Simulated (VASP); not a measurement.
# KBeCl3 (Pm-3m) in VASP: notebook

Runs on KBeCl3. Level: PBE. Tasks: single point, relaxation of cell and atoms.

All numbers are computed with VASP 6.6.1; they aren't measurements. Logs are shortened: lines on timing, memory, paths and dates and some standing lists are left out, and cuts for length are marked.

**1. The cell of the first run**

Symmetry: Pm-3m, No. 221, cubic system. Conventional cell: a = 5.710 Å, b = 5.710 Å, c = 5.710 Å, α = 90.00°, β = 90.00°, γ = 90.00°. K (site symmetry m-3m) is surrounded by 6 Cl at 2.86 Å. Be (site symmetry m-3m) is surrounded by 12 Cl at 4.04 Å. Cl (site symmetry 4/mmm) has 2 K at 2.86 Å as nearest neighbours.

The cell was built by a generator and needn't be a form met in nature.

**2. Single point, PBE (species swapped into the Lu3PbC type (Pm-3m, No. 221))**

The input, INCAR:

```
SYSTEM = KBeCl3
ALGO = Fast
EDIFF = 1E-6
ENCUT = 520
GGA = PE
ISIF = 2
ISMEAR = 0
LASPH = .TRUE.
LCHARG = .TRUE.
LELF = .TRUE.
LREAL = .FALSE.
LVHAR = .TRUE.
LWAVE = .FALSE.
NBANDS = 24
NELM = 100
PREC = Accurate
SIGMA = 0.1
```

The input, KPOINTS:

```
k-points
0
G
  8 8 8
  0 0 0
```

The input, POSCAR:

```
KBeCl3
1.0
    5.7101903252      0.0000000000      0.0000000000
    0.0000000000      5.7101903252      0.0000000000
    0.0000000000      0.0000000000      5.7101903252
K Be Cl
1 1 3
Direct
    0.0000000000      0.0000000000      0.0000000000
    0.5000000000      0.5000000000      0.5000000000
    0.5000000000      0.0000000000      0.0000000000
    0.0000000000      0.5000000000      0.0000000000
    0.0000000000      0.0000000000      0.5000000000
```

Potentials or basis: VASP PAW PBE potentials, release 64 (K_sv, Be, Cl).

Started as:

```
cat potpaw_PBE.64/K_sv/POTCAR potpaw_PBE.64/Be/POTCAR potpaw_PBE.64/Cl/POTCAR > POTCAR
mpirun -np 1 vasp_std > vasp.out
```

OUTCAR:

```text
SYSTEM = KBeCl3
   EDIFF = 1E-6
   ENCUT = 520
   GGA = PE
   ISIF = 2
   ISMEAR = 0
   LASPH = .TRUE.
   LREAL = .FALSE.
   NELM = 100
   PREC = Accurate

 ion  position               nearest neighbor table
   1  0.000  0.000  0.000-   3 2.86   4 2.86   5 2.86   5 2.86   4 2.86   3 2.86
   2  0.500  0.500  0.500-
   3  0.500  0.000  0.000-   1 2.86   1 2.86
   4  0.000  0.500  0.000-   1 2.86   1 2.86
   5  0.000  0.000  0.500-   1 2.86   1 2.86

  LATTYP: Found a simple cubic cell.
 ALAT       =     5.7101903252

  Lattice vectors:

 A1 = (   5.7101903252,   0.0000000000,   0.0000000000)
 A2 = (   0.0000000000,   5.7101903252,   0.0000000000)
 A3 = (   0.0000000000,   0.0000000000,   5.7101903252)

Analysis of symmetry for initial positions (statically):
=====================================================================
 Subroutine PRICEL returns:
 Original cell was already a primitive cell.

 Routine SETGRP: Setting up the symmetry group for a
 simple cubic supercell.

 Subroutine GETGRP returns: Found 48 space group operations
 (whereof 48 operations were pure point group operations)
 out of a pool of 48 trial point group operations.

The static configuration has the point symmetry O_h .

Analysis of symmetry for dynamics (positions and initial velocities):
=====================================================================
 Subroutine PRICEL returns:
 Original cell was already a primitive cell.

 Routine SETGRP: Setting up the symmetry group for a
 simple cubic supercell.

 Subroutine GETGRP returns: Found 48 space group operations
 (whereof 48 operations were pure point group operations)
 out of a pool of 48 trial point group operations.

The dynamic configuration has the point symmetry O_h .

 Subroutine INISYM returns: Found 48 space group operations
 (whereof 48 operations are pure point group operations),
 and found     1 'primitive' translations

----------------------------------------------------------------------------------------

                                     Primitive cell

  volume of cell :     186.1880

[... 86 lines left out ...]
   ISTART =      0    job   : 0-new  1-cont  2-samecut
   ICHARG =      2    charge: 1-file 2-atom 10-const
   ISPIN  =      1    spin polarized calculation?
   LNONCOLLINEAR =      F non collinear calculations
   LSORBIT =      F    spin-orbit coupling
   LASPH  =      T    aspherical Exc in radial PAW
   ENCUT  =  520.0 eV  38.22 Ry    6.18 a.u.  10.62 10.62 10.62*2*pi/ulx,y,z
   NELM   =    100;   NELMIN=  2; NELMDL= -5     # of ELM steps
   EDIFF  = 0.1E-05   stopping-criterion for ELM
   LREAL  =      F    real-space projection
   EDIFFG = 0.1E-04   stopping-criterion for IOM
   NSW    =      0    number of steps for IOM
   IBRION =     -1    ionic relax: 0-MD 1-quasi-New 2-CG
   NFREE  =      0    steps in history (QN), initial steepest desc. (CG)
   ISIF   =      2    stress and relaxation
   ISYM   =      2    0-nonsym 1-usesym 2-fastsym
   POTIM  = 0.5000    time-step for ionic-motion
   TEBEG  =    0.0;   TEEND  =   0.0 temperature during run
   PSTRESS=    0.0 pullay stress
   NELECT =      32.0000    total number of electrons
   NUPDOWN=      -1.0000    fix difference up-down
   EMIN   =  10.00;   EMAX   =-10.00  energy-range for DOS
   EFERMI =   0.00;   METHOD = LEGACY
   ISMEAR =     0;   SIGMA  =   0.10  broadening in eV -4-tet -1-fermi 0-gaus
   EFERMI_NEDOS =   21; number of points for ismear=-14 and -15
   IALGO  =     68    algorithm
   IMIX   =      4    mixing-type and parameters
     AMIX     =   0.40;   BMIX     =  1.00
     AMIX_MAG =   1.60;   BMIX_MAG =  1.00
  volume/ion in A,a.u.               =      37.24       251.29
  Fermi-wavevector in a.u.,A,eV,Ry     =   0.910209  1.720045 11.272149  0.828480
  Thomas-Fermi vector in A             =   2.034344
   LORBIT       =      0    0 simple, 1 ext, 2 COOP (PROOUT), +10 PAW based schemes
   GGA     = PE    functional components
   LHFCALC =     F    Hartree Fock is set to
   AEXX    =    0.0000 exact exchange contribution
   IVDW    =     0    specifies the selected vdW correction
   LEPSILON=     F    determine dielectric tensor
   LRPA    =     F    only Hartree local field effects (RPA)
 non-spin polarized calculation
 RMM-DIIS sequential band-by-band and
 Gauss-broadening in eV      SIGMA  =   0.10
  energy-cutoff  :      520.00
  volume of cell :      186.19
 maximum number of plane-waves:      5056
   NGX = 21   NGY = 21   NGZ = 21

 number of electron      32.0000019 magnetization

 Free energy of the ion-electron system (eV)
  ---------------------------------------------------
  ext. energy  EPLUGINS =         0.00000000
  ---------------------------------------------------
  free energy    TOTEN  =        -9.19819814 eV

  energy without entropy =       -9.13962019  energy(sigma->0) =       -9.16890917

 E-fermi :  -2.5665     XC(G=0):  -6.6482

 val. band max:       -2.5687203218   @ k =   0.1250   0.0000   0.0000
 cond. band min:      -2.5635766550   @ k =   0.1250   0.1250   0.0000
 fundamental gap:      0.0051436668
 Fermi energy:        -2.5664968555

 k-point     1 :       0.0000    0.0000    0.0000
  band No.  band energies     occupation
      1     -28.8592      2.00000
      2     -15.0342      2.00000
      3     -14.8619      2.00000
      4     -14.8619      2.00000
      5     -12.5325      2.00000
      6     -12.5325      2.00000
[... 637 lines left out ...]
     23       6.7659      0.00000
     24       7.5237      0.00000

 [... further k-points ...]
[... 5 lines left out ...]
  --------------------------------------------------------------------------------------
  -------------------------------------------------------------------------------------
  Total        0.0315439      0.0315439      0.0315439     -0.0000000     -0.0000000      0.0000000
  in kB        0.2714404      0.2714404      0.2714404     -0.0000000     -0.0000000      0.0000000
  external PRESSURE =       0.2714404 kB  Pullay stress =       0.0000000 kB

 VOLUME and BASIS-vectors are now :
 -----------------------------------------------------------------------------
  energy-cutoff  :      520.00
  volume of cell :      186.19
      direct lattice vectors                 reciprocal lattice vectors
     5.710190325  0.000000000  0.000000000     0.175125511  0.000000000  0.000000000
     0.000000000  5.710190325  0.000000000     0.000000000  0.175125511  0.000000000
     0.000000000  0.000000000  5.710190325     0.000000000  0.000000000  0.175125511

 POSITION                                       TOTAL-FORCE (eV/Angst)
 -----------------------------------------------------------------------------------
      0.00000      0.00000      0.00000         0.000000      0.000000      0.000000
      2.85510      2.85510      2.85510         0.000000      0.000000      0.000000
      2.85510      0.00000      0.00000         0.000000      0.000000      0.000000
      0.00000      2.85510      0.00000         0.000000      0.000000      0.000000
      0.00000      0.00000      2.85510         0.000000      0.000000      0.000000
 -----------------------------------------------------------------------------------
    total drift:                               -0.000000      0.000000     -0.000000

  FREE ENERGIE OF THE ION-ELECTRON SYSTEM (eV)
  ---------------------------------------------------
  free  energy   TOTEN  =        -9.1981981433 eV

  energy  without entropy=       -9.1396201935  energy(sigma->0) =       -9.16890917
```

OSZICAR:

```text
N       E                     dE             d eps       ncg     rms          rms(c)
DAV:   1     0.222829310831E+03    0.22283E+03   -0.12806E+04  1680   0.111E+03
[... 13 lines left out ...]
RMM:  15    -0.919874022111E+01    0.32394E-03   -0.48554E-04  2357   0.849E-02    0.138E-01
RMM:  16    -0.919827973242E+01    0.46049E-03   -0.17525E-04  2427   0.462E-02    0.590E-02
RMM:  17    -0.919819191923E+01    0.87813E-04   -0.85695E-05  2387   0.299E-02    0.166E-02
RMM:  18    -0.919819759582E+01   -0.56766E-05   -0.40018E-05  2306   0.191E-02    0.948E-03
RMM:  19    -0.919819802128E+01   -0.42546E-06   -0.18918E-05  2127   0.128E-02    0.846E-03
RMM:  20    -0.919819832325E+01   -0.30197E-06   -0.10015E-05  1763   0.886E-03    0.573E-03
RMM:  21    -0.919819814328E+01    0.17998E-06   -0.53262E-06  1642   0.692E-03
   1 F= -.91981981E+01 E0= -.91689092E+01  d E =-.585779E-01
```

stdout:

```text
POSCAR found type information on POSCAR K BeCl
 POSCAR found :  3 types and       5 ions
 scaLAPACK will be used
 LDA part: xc-table for (Slater+PW92), standard interpolation
 POSCAR, INCAR and KPOINTS ok, starting setup
 FFT: planning ... GRIDC
 FFT: planning ... GRID_SOFT
 FFT: planning ... GRID
 WAVECAR not read
 entering main loop
WARNING in EDDRMM: call to ZHEGV failed, returncode =   8  4     17
WARNING in EDDRMM: call to ZHEGV failed, returncode =   6  3      9
WARNING in EDDRMM: call to ZHEGV failed, returncode =   6  3     13
WARNING in EDDRMM: call to ZHEGV failed, returncode =   6  3     13
```

It took 3.4 min on 1 thread of AMD EPYC 7R43 (Zen 3), shared host; peak memory 0.29 GiB.

What came out:

```
Free energy            : -9.1982 eV
Pressure               : 0.0 GPa
Band gap on the k mesh : none (metal or under the smearing width)
```

**3. Relaxation of cell and atoms, PBE (species swapped into the Lu3PbC type (Pm-3m, No. 221))**

The input, INCAR:

```
ALGO = Fast
EDIFF = 1E-7
EDIFFG = -0.01
ENCUT = 600
GGA = PE
IBRION = 2
ISIF = 3
ISMEAR = 0
LASPH = T
LCHARG = F
LREAL = F
LWAVE = F
NELM = 100
NSW = 100
PREC = Accurate
SIGMA = 0.1
```

The input, KPOINTS:

```
k-points
0
Gamma
  8 8 8
```

POSCAR: that of step 2 with these lines changed.

```diff
@@ -2,5 +2,5 @@
 1.0
-    5.7101903252      0.0000000000      0.0000000000
-    0.0000000000      5.7101903252      0.0000000000
-    0.0000000000      0.0000000000      5.7101903252
+    5.6736870639      0.0000000000      0.0000000000
+    0.0000000000      5.6736870639      0.0000000000
+    0.0000000000      0.0000000000      5.6736870639
 K Be Cl
```

Potentials or basis: VASP PAW PBE potentials, release 64 (K_sv, Be, Cl).

Started as:

```
cat potpaw_PBE.64/K_sv/POTCAR potpaw_PBE.64/Be/POTCAR potpaw_PBE.64/Cl/POTCAR > POTCAR
mpirun -np 1 vasp_std > vasp.out
```

OUTCAR:

```text
EDIFF = 1E-7
   EDIFFG = -0.01
   ENCUT = 600
   GGA = PE
   IBRION = 2
   ISIF = 3
   ISMEAR = 0
   LASPH = T
   LREAL = F
   NELM = 100
   NSW = 100
   PREC = Accurate

 ion  position               nearest neighbor table
   1  0.000  0.000  0.000-   3 2.84   4 2.84   5 2.84   5 2.84   4 2.84   3 2.84
   2  0.500  0.500  0.500-
   3  0.500  0.000  0.000-   1 2.84   1 2.84
   4  0.000  0.500  0.000-   1 2.84   1 2.84
   5  0.000  0.000  0.500-   1 2.84   1 2.84

  LATTYP: Found a simple cubic cell.
 ALAT       =     5.6736870639

  Lattice vectors:

 A1 = (   5.6736870639,   0.0000000000,   0.0000000000)
 A2 = (   0.0000000000,   5.6736870639,   0.0000000000)
 A3 = (   0.0000000000,   0.0000000000,   5.6736870639)

Analysis of symmetry for initial positions (statically):
=====================================================================
 Subroutine PRICEL returns:
 Original cell was already a primitive cell.

 Routine SETGRP: Setting up the symmetry group for a
 simple cubic supercell.

 Subroutine GETGRP returns: Found 48 space group operations
 (whereof 48 operations were pure point group operations)
[... 175 lines left out ...]

------------------------ aborting loop because EDIFF is reached ----------------------------------------

  FORCE on cell =-STRESS in cart. coord.  units (eV):
  Direction    XX          YY          ZZ          XY          YZ          ZX
  --------------------------------------------------------------------------------------
  -------------------------------------------------------------------------------------
  Total        0.2775343      0.2775343      0.2775343     -0.0000000     -0.0000000      0.0000000
  in kB        2.4346196      2.4346196      2.4346196     -0.0000000     -0.0000000      0.0000000
  external PRESSURE =       2.4346196 kB  Pullay stress =       0.0000000 kB
[... 65 lines left out ...]
--------------------------------------- Ionic step        3  -------------------------------------------

 number of electron      32.0000004 magnetization

 Free energy of the ion-electron system (eV)
  ---------------------------------------------------
  ext. energy  EPLUGINS =         0.00000000
  ---------------------------------------------------
  free energy    TOTEN  =        -9.19884284 eV

  energy without entropy =       -9.13949321  energy(sigma->0) =       -9.16916802

 E-fermi :  -2.5946     XC(G=0):  -6.6268

 val. band max:       -2.5983326251   @ k =   0.1250   0.0000   0.0000
 cond. band min:      -2.5921569998   @ k =   0.1250   0.1250   0.0000
 fundamental gap:      0.0061756253
 Fermi energy:        -2.5946454432

 k-point     1 :       0.0000    0.0000    0.0000
  band No.  band energies     occupation
      1     -28.8959      2.00000
      2     -15.0538      2.00000
      3     -14.8840      2.00000
      4     -14.8840      2.00000
      5     -12.5652      2.00000
      6     -12.5652      2.00000
[... 541 lines left out ...]
     19       0.8098      0.00000
     20       0.9147      0.00000

 [... further k-points ...]
[... 5 lines left out ...]
  --------------------------------------------------------------------------------------
  -------------------------------------------------------------------------------------
  Total        0.0070117      0.0070117      0.0070117     -0.0000000      0.0000000     -0.0000000
  in kB        0.0599859      0.0599859      0.0599859     -0.0000000      0.0000000     -0.0000000
  external PRESSURE =       0.0599859 kB  Pullay stress =       0.0000000 kB
[... 20 lines left out ...]
  FREE ENERGIE OF THE ION-ELECTRON SYSTEM (eV)
  ---------------------------------------------------
  free  energy   TOTEN  =        -9.1988428354 eV

  energy  without entropy=       -9.1394932127  energy(sigma->0) =       -9.16916802

 reached required accuracy - stopping structural energy minimisation
```

OSZICAR:

```text
N       E                     dE             d eps       ncg     rms          rms(c)
DAV:   1     0.251867370743E+03    0.25187E+03   -0.14002E+04  1400   0.149E+03
DAV:   2     0.120313046381E+02   -0.23984E+03   -0.23135E+03  2084   0.287E+02
DAV:   3    -0.134466348048E+02   -0.25478E+02   -0.25222E+02  1716   0.950E+01
[... 45 lines left out ...]
RMM:   8    -0.919884199182E+01    0.42793E-05   -0.29622E-05  1554   0.470E-02    0.749E-03
RMM:   9    -0.919884211555E+01   -0.12373E-06   -0.13167E-05  1861   0.245E-02    0.290E-03
RMM:  10    -0.919884296873E+01   -0.85318E-06   -0.55578E-06  1664   0.101E-02    0.533E-03
RMM:  11    -0.919884314176E+01   -0.17303E-06   -0.15657E-06  1339   0.687E-03    0.368E-03
RMM:  12    -0.919884277862E+01    0.36314E-06   -0.82518E-07  1261   0.517E-03    0.989E-04
RMM:  13    -0.919884283538E+01   -0.56765E-07   -0.52170E-07  1065   0.323E-03
   3 F= -.91988428E+01 E0= -.91691680E+01  d E =-.355683E-02
```

Run time: 7.7 min. Hardware: 1 thread of AMD EPYC 7R43 (Zen 3), shared host; peak memory 0.42 GiB.

What came out:

```yaml
Free_energy: -9.1988 eV
Relaxed_volume: 37.46 Å³/atom
Relaxed_cell: a = 5.721 Å, b = 5.721 Å, c = 5.721 Å, α = 90.00°, β = 90.00°, γ = 90.00°
Space_group_after_relaxing_to_0.05_Å: Pm-3m (No. 221)
Energy_gained_by_relaxing: 0.7 meV/atom
Ionic_steps: 3
Pressure_after_relaxing: 0.0 GPa
Band_gap_on_the_k_mesh: none (metal or under the smearing width)
```

The path:
| step | energy change (eV) | largest force (eV/Å) | pressure (GPa) | volume (Å³) |
| --- | --- | --- | --- | --- |
| 1 | 0.0000 | 0.0000 | 0.24 | 182.64 |
| 2 | -0.0019 | 0.0000 | 0.16 | 184.11 |
| 3 | -0.0036 | 0.0000 | 0.01 | 187.28 |

Final structure:
```
CELL_PARAMETERS angstrom
5.72130 0.00000 0.00000
0.00000 5.72130 0.00000
0.00000 0.00000 5.72130
ATOMIC_POSITIONS crystal
K 0.00000 0.00000 0.00000
Be 0.50000 0.50000 0.50000
Cl 0.50000 0.00000 0.00000
Cl 0.00000 0.50000 0.00000
Cl 0.00000 0.00000 0.50000
```

**4. Single point, PBE (species swapped into the Lu3PbC type (Pm-3m, No. 221))**

The input, INCAR:

```
SYSTEM = KBeCl3
PREC = Accurate
ENCUT = 520
EDIFF = 1E-6
ISMEAR = 0
SIGMA = 0.1
LREAL = .FALSE.
LASPH = .TRUE.
NELM = 100
ALGO = Normal
ISIF = 2
LWAVE = .FALSE.
LCHARG = .FALSE.
GGA = PE
NBANDS = 24
```

The input, KPOINTS:

```
regular mesh
0
G
  4 4 4
  0 0 0
```

POSCAR: that of step 3 with these lines changed.

```diff
@@ -2,5 +2,5 @@
 1.0
-    5.6736870639      0.0000000000      0.0000000000
-    0.0000000000      5.6736870639      0.0000000000
-    0.0000000000      0.0000000000      5.6736870639
+    4.9542453300      0.0000000000      0.0000000000
+    0.0000000000      4.9542453300      0.0000000000
+    0.0000000000      0.0000000000      4.9542453300
 K Be Cl
```

Started as:

```
cat potpaw_PBE.64/K_sv/POTCAR potpaw_PBE.64/Be/POTCAR potpaw_PBE.64/Cl/POTCAR > POTCAR
mpirun -np 1 vasp_std > vasp.out
```

It took 41 s on 1 thread of AMD EPYC 7R43 (Zen 3), shared host; peak memory 0.2 GiB.

The run converged. Its results:

```yaml
Free_energy: -7.6078 eV
Pressure: 12.1 GPa
Band_gap_on_the_k_mesh: none (metal or under the smearing width)
```

Levels at points of the mesh, in eV from the Fermi level:
```tsv
k point	band 14	band 15	band 16	band 17	band 18	band 19
(0.00, 0.00, 0.00)	-1.02	0.06	0.06	0.06	3.99	3.99
(0.50, 0.00, 0.00)	-1.43	-0.03	-0.03	0.63	2.60	3.53
(0.50, 0.50, 0.00)	-1.62	-0.47	-0.17	0.29	3.00	3.46
(0.50, 0.50, 0.50)	-0.85	-0.45	-0.45	-0.45	3.97	3.97
```

**5. The runs side by side**

```csv
task,cell,k mesh,cutoff (eV),gap on the mesh (eV),pressure (GPa)
single point,"species swapped into the Lu3PbC type (Pm-3m, No. 221)",8 × 8 × 8,520,none,0.0
relaxation of cell and atoms,"relaxed from: species swapped into the Lu3PbC type (Pm-3m, No. 221)",8 × 8 × 8,600,none,0.0
single point,"species swapped into the Lu3PbC type (Pm-3m, No. 221)",4 × 4 × 4,520,none,12.1
```

Alike in all rows: level PBE; potentials or basis VASP PAW PBE potentials, release 64 (K_sv, Be, Cl); no spin polarisation; smearing gaussian 0.1 eV.

Total energies depend on the potentials used, so only differences within one code and one set of settings carry meaning.
